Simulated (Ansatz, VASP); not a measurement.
# Bi2Te2PbS2 (Aleksite 7 layer): VASP beside Ansatz

One calculation is typed for both programs; each brings its own data sets and cutoff. How far apart do they land?

Program: Ansatz 0.2.0. Level of theory: plane waves, with VASP 6.6.1 beside it; single point at PBE. Results are calculated unless marked as measured.

## 1. Set-up

The structure is trigonal, space group R-3m (No. 166). The conventional cell has a = 4.270 Å, b = 4.270 Å, c = 40.413 Å, α = 90.00°, β = 90.00°, γ = 120.00°. Nearest to Bi lie 3 S at 3.02 Å and 3 Te at 3.04 Å. Pb has 6 S at 2.99 Å nearest. Te has 3 Bi at 3.04 Å nearest. Nearest to S lie 3 Pb at 2.99 Å and 3 Bi at 3.02 Å. Farther neighbours and most contacts between anions are not listed.

Coordinates:

```cif
data_structure
_symmetry_space_group_name_H-M 'R-3m:H'
_symmetry_Int_Tables_number 166
_cell_length_a 4.2701
_cell_length_b 4.2701
_cell_length_c 40.4129
_cell_angle_alpha 90.000
_cell_angle_beta 90.000
_cell_angle_gamma 120.000
_cell_volume 638.16
loop_
_atom_site_label
_atom_site_type_symbol
_atom_site_symmetry_multiplicity
_atom_site_Wyckoff_symbol
_atom_site_fract_x
_atom_site_fract_y
_atom_site_fract_z
_atom_site_occupancy
Bi1 Bi 6 c 0.66667 0.33333 0.75194 1
Pb1 Pb 3 a 0.00000 0.00000 0.00000 1
Te1 Te 6 c 0.33333 0.66667 0.79601 1
S1 S 6 c 0.00000 0.00000 0.70866 1
```

## 2. VASP: single point, PBE

With cell and atoms fixed, the geometry can't cause a difference; cores, projectors, grids and the points listed under the comparison can.

Lines of VASP's logs that name or quote its potential files are left out, and so is its time.

INCAR reads:

```
SYSTEM = Bi2Te2PbS2
PREC = Accurate
ENCUT = 400
EDIFF = 1E-06
NELM = 100
ISMEAR = -1
SIGMA = 0.05
LREAL = .FALSE.
ALGO = Normal
GGA = PE
NBANDS = 42
LORBIT = 11
LWAVE = .FALSE.
LCHARG = .TRUE.
ISIF = 2
LELF = .TRUE.
LVHAR = .TRUE.
```

POSCAR reads:

```
Bi2Te2PbS2
1.0
    2.1350500000      1.2326716922     13.4709566667
   -2.1350500000      1.2326716922     13.4709566667
    0.0000000000     -2.4653433845     13.4709566667
Bi Pb Te S
2 1 2 2
Direct
    0.4186100000      0.4186100000      0.4186100000
    0.5813900000      0.5813900000      0.5813900000
    0.0000000000      0.0000000000      0.0000000000
    0.1293400000      0.1293400000      0.1293400000
    0.8706600000      0.8706600000      0.8706600000
    0.7086600000      0.7086600000      0.7086600000
    0.2913400000      0.2913400000      0.2913400000
```

KPOINTS reads:

```
Automatic mesh
0
Gamma
7 7 7
0 0 0
```

Potentials, in the order of the species: Bi_d, Pb_d, Te and S (PBE family, release 64).

Run with:

```sh
$ mpirun -np 2 vasp_std
```

Numbers of over 12 decimals in the logs are rounded to 6 here.

The program printed:

```text
[banner, memory and clock lines left out]
running    2 mpi-ranks, on    1 nodes
 distrk:  each k-point on    2 cores,    1 groups
 distr:  one band on    1 cores,    2 groups

 POSCAR found type information on POSCAR BiPbTeS
 POSCAR found :  4 types and       7 ions
 LDA part: xc-table for (Slater+PW92), standard interpolation
 POSCAR, INCAR and KPOINTS ok, starting setup
 FFT: planning ... GRIDC
 FFT: planning ... GRID_SOFT
 FFT: planning ... GRID
 WAVECAR not read
 entering main loop
       N       E                     dE             d eps       ncg     rms          rms(c)
DAV:   1     0.638403561968E+03    0.63840E+03   -0.27111E+04  3696   0.135E+03
DAV:   2     0.518265255367E+02   -0.58658E+03   -0.57069E+03  3932   0.388E+02
DAV:   3    -0.251556101029E+02   -0.76982E+02   -0.74896E+02  4694   0.161E+02
DAV:   4    -0.293410706965E+02   -0.41855E+01   -0.41490E+01  4432   0.415E+01
DAV:   5    -0.295705252607E+02   -0.22945E+00   -0.22923E+00  5884   0.913E+00    0.908E+00
DAV:   6    -0.283062733260E+02    0.12643E+01   -0.27301E+00  4988   0.878E+00    0.627E+00
DAV:   7    -0.283774800048E+02   -0.71207E-01   -0.11135E+00  4616   0.354E+00    0.278E+00
DAV:   8    -0.283684513083E+02    0.90287E-02   -0.94643E-02  4908   0.188E+00    0.805E-01
DAV:   9    -0.283697659368E+02   -0.13146E-02   -0.12807E-02  4508   0.561E-01    0.173E-01
DAV:  10    -0.283699856160E+02   -0.21968E-03   -0.17491E-03  5308   0.172E-01    0.114E-01
DAV:  11    -0.283702710538E+02   -0.28544E-03   -0.38547E-04  4490   0.119E-01    0.710E-02
DAV:  12    -0.283702511595E+02    0.19894E-04   -0.84344E-05  4518   0.550E-02    0.154E-02
DAV:  13    -0.283702535708E+02   -0.24113E-05   -0.26864E-05  4090   0.191E-02    0.908E-03
DAV:  14    -0.283702543262E+02   -0.75543E-06   -0.19479E-06  3368   0.840E-03
   1 F= -.28370254E+02 E0= -.28370190E+02  d E =-.128288E-03
```

From OUTCAR (step 2):

```text
ion  position               nearest neighbor table
   1  0.419  0.419  0.419-   6 3.02   6 3.02   6 3.02   4 3.04   4 3.04   4 3.04
   2  0.581  0.581  0.581-   7 3.02   7 3.02   7 3.02   5 3.04   5 3.04   5 3.04
   3  0.000  0.000  0.000-   6 2.99   6 2.99   7 2.99   7 2.99   6 2.99   7 2.99
   4  0.129  0.129  0.129-   1 3.04   1 3.04   1 3.04
   5  0.871  0.871  0.871-   2 3.04   2 3.04   2 3.04
   6  0.709  0.709  0.709-   3 2.99   3 2.99   3 2.99   1 3.02   1 3.02   1 3.02
   7  0.291  0.291  0.291-   3 2.99   3 2.99   3 2.99   2 3.02   2 3.02   2 3.02

  LATTYP: Found a trigonal (rhomboedric) cell.
 ALAT       =    13.6946920929
 COS(alpha) =     0.9513882169

 Subroutine GETGRP returns: Found 12 space group operations
 (whereof 12 operations were pure point group operations)

The static configuration has the point symmetry D_3d.

 Found     44 irreducible k-points:

   k-points           NKPTS =     44   k-points in BZ     NKDIM =     44   number of bands    NBANDS=     42

   dimension x,y,z NGX =    90 NGY =   90 NGZ =   90
   dimension x,y,z NGXF=   180 NGYF=  180 NGZF=  180

   ENCUT  =  400.0 eV  29.40 Ry    5.42 a.u.  22.33 22.33 22.33*2*pi/ulx,y,z

   NELECT =      68.0000    total number of electrons

 k-points in reciprocal lattice and weights: Automatic mesh
   0.00000000  0.00000000  0.00000000       0.003
   0.14285714  0.00000000 -0.00000000       0.017
   0.28571429 -0.00000000  0.00000000       0.017
   0.42857143 -0.00000000  0.00000000       0.017
   0.14285714  0.14285714 -0.00000000       0.017
   0.28571429  0.14285714  0.00000000       0.035
   0.42857143  0.14285714  0.00000000       0.035
  -0.42857143  0.14285714  0.00000000       0.035
  -0.28571429  0.14285714 -0.00000000       0.035
[...]
0.42857143  0.42857143  0.42857143       0.006
  -0.42857143  0.42857143  0.42857143       0.017

 average (electrostatic) potential at core
       1-105.6034       2-105.6034       3 -91.6858       4 -88.5236       5 -88.5236
       6 -85.5299       7 -85.5299

 E-fermi :   5.7622

 k-point     1 :       0.0000    0.0000    0.0000
  band No.  band energies     occupation
    ...
     30       4.5888      2.00000
     31       4.7106      2.00000
     32       4.7106      2.00000
     33       4.7114      2.00000
     34       5.1744      1.99998
     35       6.3895      0.00001
     36       6.8788      0.00000
     37       7.1844      0.00000
     38       7.1844      0.00000
     39       7.3257      0.00000
    ...

 k-point     2 :       0.1429    0.0000   -0.0000
  band No.  band energies     occupation
    ...
     30       4.3712      2.00000
     31       4.5325      2.00000
     32       4.6771      2.00000
     33       4.7355      2.00000
     34       5.3068      1.99978
     35       6.5169      0.00000
     36       7.2631      0.00000
     37       7.3734      0.00000
     38       7.6698      0.00000
     39       7.8393      0.00000
    ...

 k-point     3 :       0.2857   -0.0000    0.0000
  band No.  band energies     occupation
    ...
     30       3.8856      2.00000
     31       4.1867      2.00000
     32       4.3451      2.00000
     33       4.5463      2.00000
     34       4.9431      2.00000
     35       6.9847      0.00000
     36       7.3348      0.00000
     37       7.7012      0.00000
     38       8.1992      0.00000
     39       8.2126      0.00000
    ...

  Total        1.1247941      1.1247941      1.4484851      0.0000000     -0.0000000      0.0000000
  in kB        8.4718539      8.4718539     10.9098666      0.0000000     -0.0000000      0.0000000
  external PRESSURE =       9.2845248 kB  Pullay stress =       0.0000000 kB

  energy-cutoff  :      400.00
  volume of cell :      212.72
      direct lattice vectors                 reciprocal lattice vectors
     2.135050000  1.232671692 13.470956667     0.234186553  0.135207669  0.024744593
    -2.135050000  1.232671692 13.470956667    -0.234186553  0.135207669  0.024744593
     0.000000000 -2.465343385 13.470956667     0.000000000 -0.270415339  0.024744593

 POSITION                                       TOTAL-FORCE (eV/Angst)
 -----------------------------------------------------------------------------------
      0.00000     -0.00000     16.91723         0.000000      0.000000     -0.068490
      0.00000     -0.00000     23.49564         0.000000     -0.000000      0.068490
      0.00000      0.00000      0.00000         0.000000      0.000000     -0.000000
      0.00000     -0.00000      5.22700         0.000000     -0.000000      0.060584
      0.00000     -0.00000     35.18587         0.000000      0.000000     -0.060584
      0.00000     -0.00000     28.63898         0.000000     -0.000000      0.001877
      0.00000     -0.00000     11.77389         0.000000      0.000000     -0.001877
 -----------------------------------------------------------------------------------
    total drift:                               -0.000000     -0.000000      0.000000

  FREE ENERGIE OF THE ION-ELECTRON SYSTEM (eV)
  ---------------------------------------------------
  free  energy   TOTEN  =       -28.3702543262 eV

  energy  without entropy=      -28.3701260385  energy(sigma->0) =      -28.37019018

 total charge
# of ion       s       p       d       tot
------------------------------------------
    1        1.614   1.080   9.954  12.647
    2        1.614   1.080   9.954  12.647
    3        1.484   0.496   9.843  11.822
    4        1.400   1.934   0.023   3.357
    5        1.400   1.934   0.023   3.357
    6        1.356   2.317   0.000   3.673
    7        1.356   2.317   0.000   3.673
--------------------------------------------------
tot         10.223  11.157  29.795  51.176

[... 3 further parts left out ...]
```

The run ends at a pressure of 0.93 GPa, with forces up to 0.068 eV/Å.

## 3. Ansatz: single point, PBE

Ansatz runs on its default PAW (the set named soft_2) files.

The same cell, functional, mesh and smearing now go to Ansatz, which takes its cutoff from its data sets.

input.yaml reads:

```yaml
crystal:
  lattice:
    - [2.13505, 1.2326716922, 13.4709566667]
    - [-2.13505, 1.2326716922, 13.4709566667]
    - [0.0, -2.4653433845, 13.4709566667]
  atoms:
    - { symbol: Bi, position: [0.41861, 0.41861, 0.41861] }
    - { symbol: Bi, position: [0.58139, 0.58139, 0.58139] }
    - { symbol: Pb, position: [0.0, 0.0, 0.0] }
    - { symbol: Te, position: [0.12934, 0.12934, 0.12934] }
    - { symbol: Te, position: [0.87066, 0.87066, 0.87066] }
    - { symbol: S, position: [0.70866, 0.70866, 0.70866] }
    - { symbol: S, position: [0.29134, 0.29134, 0.29134] }
hamiltonian:
  xc: pbe
  pseudopotentials: { kind: paw }
kpoints:
  mp_grid: { grid: [7, 7, 7] }
scf:
  occupations: { method: fermi_dirac, width: 0.05 }
  n_extra_bands: 5
output:
  forces: true
  stress: true
  eigenvalues: true
  write_density: true
  write_potential: true
  elf: true
  volumetric_format: npy
```

Run with:

```sh
$ ansatz run input.yaml --threads 4 --pin off --max-ram 9216MiB --backend cpu --events-out ev --progress --plain --runs-dir out
```

The program printed:

```text
basis.fft_grid_basis auto: the FFT boxes are laid along the combinations [[1, -1, 0], [0, 1, 0], [0, -1, 1]] of the cell's own vectors, 4.270, 13.695 and 4.270 Å long. The dense box has 30×96×30 points. Along the cell's own vectors, as sized, it would have 96×96×96, 10.24 times as many. Of the 12 symmetry operations that the crystal satisfies within crystal.symmetry.tolerance (time reversal apart; of a slab, those th [...]
scf.n_extra_bands = 5 over 44 filled bands (N_el = 88.0): the run solves 49 bands
Engine: ansatz 0.2.0, aarch64-unknown-linux-gnu
Pseudopotentials: kind: paw
Pseudopotential: Bi, paw, valence charge 15, recommended cutoff 420 eV (normal), Bi.paw.azcp
Pseudopotential: Pb, paw, valence charge 14, recommended cutoff 420 eV (normal), Pb.paw.azcp
Pseudopotential: Te, paw, valence charge 16, recommended cutoff 420 eV (normal), Te.paw.azcp
Pseudopotential: S, paw, valence charge 6, recommended cutoff 420 eV (normal), S.paw.azcp
Functional definition: PBE
  parameter kappa = 0.804
  parameter beta = 0.066725
  exchange = pbe_x(kappa = kappa, mu = beta*pi^2/3)
  correlation = pbe_c(beta = beta)
Crystal: 7 atoms, lattice volume = 212.718 Å³
Basis set: ecut = 420 eV, 4143 PW (Γ), FFT grids on a1−a2, a2, −a2+a3, exchange–correlation on 60×192×60 points (8 copies of the dense FFT grid, shifted against one another)
Bands: 49, of which v1, the nominal top of the filled ones, is band 44 counted from 1 (43 counted from 0)
Symmetry: 12 space group operations
Space group: R-3m (ITA 166), of the structure as read, at distance tolerance 6.0e-5 Å
k-points: 44 of 343
Non-local potential: Bi, projectors of the file, l = 0: 2, l = 1: 2, l = 2: 2, l = 3: 2
Non-local potential: Pb, projectors of the file, l = 0: 2, l = 1: 2, l = 2: 2, l = 3: 2
Non-local potential: Te, projectors of the file, l = 0: 2, l = 1: 2, l = 2: 2, l = 3: 2
Non-local potential: S, projectors of the file, l = 0: 2, l = 1: 2, l = 2: 2
PAW form: soft (Blöchl's): semilocal exchange-correlation on the pseudo side does not see the compensation charge
PAW one-centre angular grid: Bi, 590 points (default); XC on 64 Gauss nodes
PAW one-centre angular grid: Pb, 590 points (default); XC on 64 Gauss nodes
PAW one-centre angular grid: Te, 590 points (default); XC on 64 Gauss nodes
PAW one-centre angular grid: S, 110 points (default); XC on 64 Gauss nodes
Initial density: superposition of atomic densities (neutral atoms: chi_scale 0, normalization atom), corrected by the library's trained network
Initial wavefunctions: pseudopotential atomic-orbital guess
Functional: x = pbe(κ = 0.804, μ = 0.219515), c = pbe(β = 0.066725)
SCF iter   1: F=—  HF=-52466.088997 eV  |F-HF|=—  |Δ(HF+E_count)|=         —  Δρ=1.13e-3  dr2=5.18e-3  ethr=1.77e-3  ⟨swp⟩=6.2  Hψ=8741  notcnv=0
preconditioner: auto → Resta (q_TF=auto, 2.355 Å⁻¹)  ε∞=4.2  [insulator: Δε(μ)=0.403 eV  Ē_g=9.917 eV  σ=0.050 eV  W_gap=0.97  n_scr=52 (ndim 8)  ℏωp=17.6 eV  f_vac=0.012  D(μ)=0.01/eV (n_scr^D=0)  ε∞_Penn≈4.2]
SCF iter   2: F=—  HF=-52466.086551 eV  |F-HF|=—  |Δ(HF+E_count)|=   2.45e-3  Δρ=5.38e-4  dr2=7.91e-4  ethr=5.89e-6  ⟨swp⟩=2.5  Hψ=4622  notcnv=0  defer=1
SCF iter   3: F=—  HF=-52466.086848 eV  |F-HF|=—  |Δ(HF+E_count)|=   2.97e-4  Δρ=2.83e-4  dr2=3.56e-4  ethr=8.99e-7  ⟨swp⟩=2.0  Hψ=2641  notcnv=0  defer=1
SCF iter   4: F=—  HF=-52466.086962 eV  |F-HF|=—  |Δ(HF+E_count)|=   1.14e-4  Δρ=1.34e-4  dr2=1.77e-4  ethr=4.04e-7  ⟨swp⟩=2.0  Hψ=2651  notcnv=0  defer=1
SCF iter   5: F=—  HF=-52466.086980 eV  |F-HF|=—  |Δ(HF+E_count)|=   1.79e-5  Δρ=4.71e-5  dr2=7.30e-6  ethr=2.01e-7  ⟨swp⟩=2.0  Hψ=2346  notcnv=0  defer=1
SCF iter   6: F=—  HF=-52466.086941 eV  |F-HF|=—  |Δ(HF+E_count)|=   3.91e-5  Δρ=1.17e-5  dr2=4.49e-7  ethr=8.30e-9  ⟨swp⟩=2.0  Hψ=2986  notcnv=0  defer=1
SCF iter   7: F=-52466.086941 eV  HF=-52466.086941 eV  |F-HF|=1.64e-8  |Δ(HF+E_count)|=   6.00e-7  Δρ=4.03e-6  dr2=5.92e-8  ethr=1.14e-10  ⟨swp⟩=13.1  Hψ=19612  notcnv=0
SCF 1 converged in 7 iterations: F = -52466.086941 eV  dr2 = 5.92e-8
  greatest PAW one-centre occupation: 0.998 electrons in one spin orbital (limit 2), on the Te atom at site 4 (counted from 0), in its partial waves of l = 2
SCF converged after 7 iterations
Free energy (F): -52466.086941 eV
Harris-Foulkes:  -52466.086941 eV  (|F-HF|=1.64e-8)
Internal energy: -52466.086825 eV  (E = F + TS)
E sigma→0 (E₀):  -52466.086883 eV
Entropy (-TS):   -0.000117 eV (-0.017 meV/atom)
Fermi energy:    8.543976 eV
--- Per-component energies (eV) ---
  E_band       = -825.516862
  E_kinetic    = 1461.505607
  E_local      = -7288.841532  (includes V_loc(G=0)·N_el)
  E_nonlocal   = 909.730931
  E_hartree    = 3284.196480
  E_xc         = -967.154388
  E_vxc        = -804.664134  (∫ρ·V_xc dr)
  E_paw        = -42253.599230  (= ΣΔE_a)
  E_vpaw       = -1671.644720  (= ΣTr[D̂ρ^β])
  E_aug_tail   = -0.001191  (compensation charges beyond the density's cutoff)
  E_ewald      = -7611.923501
  E_smearing   = -0.000117  (= −TS)
  E_closure    = 0.000000  (closes the sum)
  Σ components = -52466.086941   (vs F -52466.086941, Δ=0.00e0)
--- Forces (eV/Å), atoms counted from 1 ---
  atom   1  Bi     0.00000000     0.00000000    -0.05567161
  atom   2  Bi     0.00000000    -0.00000000     0.05567161
  atom   3  Pb     0.00000000     0.00000000     0.00000000
  atom   4  Te     0.00000000    -0.00000000     0.04452237
  atom   5  Te     0.00000000     0.00000000    -0.04452237
  atom   6  S      0.00000000    -0.00000000     0.00211823
  atom   7  S      0.00000000     0.00000000    -0.00211823
  max |Σ_I F_I| component: 4.34e-19 eV/Å
--- Stress (GPa, compression-positive) ---
        0.905504       0.000000       0.000000
        0.000000       0.905504      -0.000000
        0.000000      -0.000000       1.132415
  P = ⅓ Tr σ = 0.9811 GPa (9.811 kbar)
--- Band table (eV; the first three rows and the last of 44) ---
  k-point 0: bands = [... 40 lower, 7.4930, 7.4930, 7.5030, 7.9436, 9.1816, 9.6659, 9.9642, 9.9642, ... 1 higher]
  k-point 1: bands = [... 40 lower, 7.3123, 7.4593, 7.5147, 8.0824, 9.3009, 10.0421, 10.1603, 10.4534, ... 1 higher]
  k-point 2: bands = [... 40 lower, 6.9680, 7.1267, 7.3246, 7.7238, 9.7680, 10.1182, 10.4789, 10.9851, ... 1 higher]
  k-point 43: bands = [... 40 lower, 7.4085, 7.4332, 7.6769, 7.8653, 9.5715, 9.9566, 10.1525, 10.2746, ... 1 higher]
```

Run time: 9.2 s. Hardware: 4 threads of Arm Neoverse V2, shared host; peak memory 0.82 GiB.

The run ends at a pressure of 0.98 GPa, with forces up to 0.056 eV/Å.

## 4. Side by side

Known differences besides the potentials themselves: the data sets hold 88 valence electrons in Ansatz (default PAW (the set named soft_2) files) and 68 in VASP; the cutoff is 420 eV in Ansatz and 400 eV in VASP; VASP leaves aspherical gradient terms in its spheres out (LASPH is not set), Ansatz keeps them. Total energies have different zeros and are not compared.

Compared:

```csv
quantity,Ansatz,VASP,difference
pressure (GPa),0.98,0.93,+0.05
gap on the k mesh (eV),0.402,0.390,+0.012
```

Forces (eV/Å; atoms numbered as in POSCAR):

```csv
atom,"Ansatz x, y, z","VASP x, y, z"
Bi1,"0.000, 0.000, -0.056","0.000, 0.000, -0.068"
Bi2,"0.000, 0.000, 0.056","0.000, 0.000, 0.068"
Pb3,"0.000, 0.000, 0.000","0.000, 0.000, 0.000"
Te4,"0.000, 0.000, 0.045","0.000, 0.000, 0.061"
Te5,"0.000, 0.000, -0.045","0.000, 0.000, -0.061"
S6,"0.000, 0.000, 0.002","0.000, 0.000, 0.002"
S7,"0.000, 0.000, -0.002","0.000, 0.000, -0.002"
```

The forces differ by 6.3 meV/Å r.m.s., which is 22.5 % of the r.m.s. force of 0.03 eV/Å (both taken over all components). A gap on the mesh is an upper bound, since the band edges may lie between its points; neither run holds spin-orbit coupling, which can move the band edges of a compound of Bi. Ansatz's pressure holds a Pulay correction of 0.02 GPa; VASP's holds none.

## 5. What came out

```json
{
 "difference in gap on the k mesh (single point, PBE)": "0.012 eV",
 "r.m.s. force difference (single point, PBE)": "6.3 meV/Å"
}
```

The r.m.s. force difference is 6.3 meV/Å (single point, PBE), within the 12 meV/Å picked in this series as the mark of a large difference. Such differences can come from data sets, numerical settings and the points named under the comparisons, not from the functional's error against experiment.

[Lines on the potential files, build, host, timing and source positions are cut from VASP's logs without a mark.]

[Logs are printed without paths, hosts, clocks, repeated set-up lines and the standing remarks that a program may print on its own settings, such as how far it seeks lower states.]

[Hosts, paths, dates, database ids (printed as entryN), source tags and the programs' standing remarks are cut or masked in the printed files.]
